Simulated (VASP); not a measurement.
A run of VASP 6.6.1:

The input INCAR:

```
SYSTEM = HfIn4SiO6
  PREC = Accurate
  ENCUT = 520
  EDIFF = 1E-7
  ISMEAR = -1
  SIGMA = 0.05
  LREAL = .FALSE.
  LASPH = .TRUE.
  NELM = 80
  ALGO = Normal
  ISIF = 2
  LWAVE = .FALSE.
  LCHARG = .FALSE.
  GGA = PE
  LORBIT = 11
  KPAR = 4
```

KPOINTS

```
regular mesh
0
G
  6 6 4
  0 0 0
```

The input POSCAR:

```
HfIn4SiO6
1.0
    2.7160300000     -4.7033200000      0.0044800000
    2.7160300000      4.7033200000      0.0044800000
   -1.8630900000      0.0000000000      7.4041500000
Hf In Si O
1 4 1 6
Direct
    0.2048000000      0.7952000000      0.0000000000
    0.3713900000      0.6286100000      0.5000000000
    0.5381200000      0.4618800000      0.0000000000
    0.0350000000      0.9650000000      0.5000000000
    0.7090700000      0.2909300000      0.5000000000
    0.8714600000      0.1285400000      0.0000000000
    0.1074100000      0.0691800000      0.8666700000
    0.9308200000      0.8925900000      0.1333300000
    0.8397500000      0.3782000000      0.8666900000
    0.6218000000      0.1602500000      0.1333100000
    0.1981300000      0.4689100000      0.1333800000
    0.5310900000      0.8018700000      0.8666200000
```

Potentials or basis: VASP PAW PBE potentials, release 64 (Hf_pv, In_d, Si, O).

Command:

```console
$ cat potpaw_PBE.64/Hf_pv/POTCAR potpaw_PBE.64/In_d/POTCAR potpaw_PBE.64/Si/POTCAR potpaw_PBE.64/O/POTCAR > POTCAR
$ mpirun -np 4 vasp_std > vasp.out
```

Hardware: 4 MPI ranks on Intel(R) Xeon(R) Platinum 8488C (Sapphire Rapids), on a shared host.

Problem. Estimate the wall time of this run.

Solution. It took 3.3 min on 4 MPI ranks on Intel(R) Xeon(R) Platinum 8488C (Sapphire Rapids) (shared host), peak memory 0.61 GiB a rank. Counts: scf iterations 17, k points 47.
